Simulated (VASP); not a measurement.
All values below come from PBE GGA with D3 dispersion (zero damping), VASP's PBE PAW potentials (set 64) (plane waves; VASP 6.6.1).

VASP input:

File POSCAR:
```
SrVO3
7.6863290
  0.4999999746   0.0000000000   0.0000000000
  0.0000000000   0.4999999746   0.0000000000
  0.0000000000   0.0000000000   0.4999999746
Sr V O
1 1 3
direct
  0.0000000000   0.0000000000   0.0000000000
  0.5000000000   0.5000000000   0.5000000000
  0.5000000000   0.0000000000   0.5000000000
  0.0000000000   0.5000000000   0.5000000000
  0.5000000000   0.5000000000   0.0000000000
```

**KPOINTS**
```
Automatic mesh
0
Gamma
8 8 8
0 0 0
```

**INCAR**
```
ISMEAR  =  1
EDIFF  =  1E-7   ! SCF stop (eV)
LCHARG  =  F
LWAVE  =  F
LASPH  =  T
GGA  =  PE
ENCUT  =  520
LREAL  =  F   ! projection in real space or not
PREC  =  Accurate
LMAXMIX  =  4   ! l cut-off of mixed one-centre charges
ALGO  =  Normal
IVDW  =  11   ! D3, zero damping
SYSTEM  =  SrVO3
NELM  =  100   ! most electronic steps
ISIF  =  2   ! forces and stress, cell fixed
SIGMA  =  0.1   ! width (eV)
```

POTCAR, in this order: Sr_sv V_sv O (PBE.64 set). Program: vasp_std.

The resulting files:

### OSZICAR
```
       N       E                     dE             d eps       ncg     rms          rms(c)
DAV:   1     0.452115951455E+03    0.45212E+03   -0.24065E+04  1688   0.179E+03
DAV:   2    -0.231743223975E+02   -0.47529E+03   -0.47017E+03  2168   0.489E+02
DAV:   3    -0.489757703417E+02   -0.25801E+02   -0.25643E+02  1768   0.126E+02
DAV:   4    -0.497603476349E+02   -0.78458E+00   -0.78368E+00  2896   0.190E+01
DAV:   5    -0.497674803277E+02   -0.71327E-02   -0.71312E-02  1992   0.146E+00    0.388E+01
DAV:   6    -0.409531978905E+02    0.88143E+01   -0.97026E+01  2240   0.746E+01    0.188E+01
DAV:   7    -0.399584198448E+02    0.99478E+00   -0.32334E+01  1928   0.508E+01    0.174E+01
DAV:   8    -0.392642692267E+02    0.69415E+00   -0.33439E+00  1944   0.166E+01    0.435E+00
DAV:   9    -0.392883739350E+02   -0.24105E-01   -0.40577E-01  2224   0.457E+00    0.192E+00
DAV:  10    -0.392719208940E+02    0.16453E-01   -0.28248E-01  1864   0.499E+00    0.805E-01
DAV:  11    -0.392663961776E+02    0.55247E-02   -0.51764E-02  1856   0.198E+00    0.307E-01
DAV:  12    -0.392659194938E+02    0.47668E-03   -0.40489E-03  2024   0.601E-01    0.837E-02
DAV:  13    -0.392659162372E+02    0.32566E-05   -0.24637E-04  2088   0.133E-01    0.190E-02
DAV:  14    -0.392659158746E+02    0.36259E-06   -0.56577E-05  2016   0.499E-02    0.147E-02
DAV:  15    -0.392659155736E+02    0.30107E-06   -0.14343E-05  1992   0.355E-02    0.868E-03
DAV:  16    -0.392659153544E+02    0.21920E-06   -0.15828E-06  1792   0.125E-02    0.244E-03
DAV:  17    -0.392659153284E+02    0.25998E-07   -0.13235E-07  1048   0.275E-03
   1 F= -.40181088E+02 E0= -.40180320E+02  d E =-.230310E-02
```

### OUTCAR
```
------------------------ aborting loop because EDIFF is reached ----------------------------------------
 Edisp (eV)   -0.91517
  FORCE on cell =-STRESS in cart. coord.  units (eV):
  Direction    XX          YY          ZZ          XY          YZ          ZX
  --------------------------------------------------------------------------------------
  Total       0.03849     0.03849     0.03849    -0.00000     0.00000     0.00000
  in kB       1.08627     1.08627     1.08627    -0.00000     0.00000     0.00000
  external pressure =        1.09 kB  Pullay stress =        0.00 kB
  volume of cell :       56.76
      direct lattice vectors                 reciprocal lattice vectors
     3.843164305  0.000000000  0.000000000     0.260202250  0.000000000  0.000000000
     0.000000000  3.843164305  0.000000000     0.000000000  0.260202250  0.000000000
     0.000000000  0.000000000  3.843164305     0.000000000  0.000000000  0.260202250
 POSITION                                       TOTAL-FORCE (eV/Angst)
 -----------------------------------------------------------------------------------
      0.00000      0.00000      0.00000         0.000000      0.000000      0.000000
      1.92158      1.92158      1.92158         0.000000      0.000000      0.000000
      1.92158      0.00000      1.92158         0.000000      0.000000      0.000000
      0.00000      1.92158      1.92158         0.000000      0.000000      0.000000
      1.92158      1.92158      0.00000         0.000000      0.000000      0.000000
 -----------------------------------------------------------------------------------
    total drift:                                0.000000      0.000000     -0.000000
  FREE ENERGIE OF THE ION-ELECTRON SYSTEM (eV)
  ---------------------------------------------------
  free  energy   TOTEN  =       -40.1810878139 eV

  energy  without entropy=      -40.1787847159  energy(sigma->0) =      -40.18032011
```
(Selected blocks of OUTCAR.)

The compound is SrVO3 in the cubic perovskite structure. It was relaxed first. The run is not spin-polarised, so no magnetic state was tried. The electron count is odd and the run is not spin-polarised, which forces a metal.
